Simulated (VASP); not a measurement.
```
Tc
1.0
    1.36657    -2.36697     0.00000
    1.36657     2.36697     0.00000
    0.00000     0.00000     4.37829
Tc
2
Direct
  0.33333   0.66667   0.25000
  0.66667   0.33333   0.75000
```

The numbers are results of PBE GGA, VASP's PBE PAW potentials (set 64) (plane waves; VASP), not measurements. Run with 480 eV cut-off, 14×14×8 Γ-centred mesh, first-order Methfessel-Paxton smearing of 0.10 eV, potentials Tc_pv.

Q: What does the run give for the energy per atom (σ→0), pressure, band gap (on the k-mesh) with the smallest direct gap where there is one?

A: 
- band gap (on the k-mesh) = none (metal, semimetal or under 0.01 eV)
- energy per atom (σ→0) = -10.346 eV/atom
- pressure = 4.90 GPa

Only differences to runs with the same potentials and settings are physical.

The compound is Tc in the hcp structure. It was relaxed first under an external pressure of 5 GPa.
